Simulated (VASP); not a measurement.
Consider the following.

```
MgO
1.0
    3.00305     0.00000     0.00000
    0.00000     3.00305     0.00000
    0.00000     0.00000    32.11944
O Mg
8 8
Direct
  0.00000   0.50000   0.26780
  0.00000   0.50000   0.40084
  0.50000   0.00000   0.33490
  0.00000   0.50000   0.53305
  0.50000   0.00000   0.46695
  0.00000   0.50000   0.66510
  0.50000   0.00000   0.59916
  0.50000   0.00000   0.73220
  0.50000   0.00000   0.26938
  0.00000   0.50000   0.33459
  0.50000   0.00000   0.40084
  0.00000   0.50000   0.46695
  0.50000   0.00000   0.53305
  0.00000   0.50000   0.59916
  0.50000   0.00000   0.66541
  0.00000   0.50000   0.73062
```

Method: PBE GGA, VASP's PBE PAW potentials (set 64) (plane waves; VASP). Numerical set-up: PREC = Normal, 450 eV cut-off, 7×7×1 Γ-centred mesh, Gaussian smearing of 0.050 eV, potentials O Mg.

**Question.** What does the run give for the energy per atom (σ→0), band gap (on the k-mesh) with the smallest direct gap where there is one?

**Answer.** 
| Item | Value |
|---|---|
| band gap (on the k-mesh) | 3.63 eV |
| smallest direct gap (on the k-mesh) | 3.63 eV |
| energy per atom (σ→0) | -5.896 eV/atom |

Only differences to runs with the same potentials and settings are physical.

The cell is a thin slab with vacuum, built from MgO (rock salt): (100) face.
